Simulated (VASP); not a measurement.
Data:

```xyz
2
Lattice="0.0000 2.7618 2.7618 2.7618 0.0000 2.7618 2.7618 2.7618 0.0000" Properties=species:S:1:pos:R:3 pbc="T T T"
Ag     2.7618     2.7618     0.0000
Cl     2.7618     2.7618     2.7618
```

Method: rev-vdW-DF2, VASP's PBE PAW potentials (set 64) (plane waves; VASP). Run with 520 eV cut-off, Gaussian smearing of 0.050 eV, potentials Ag Cl.

Q: What does the run give for the band gap (along the path) with the smallest direct gap where there is one?

A: 
The band gap (along the path) is 0.82 eV and the smallest direct gap (along the path) is 2.95 eV.

The absolute energy has meaning only against runs of the same code, potentials and settings.

The compound is AgCl in the rock salt structure. It was relaxed first.
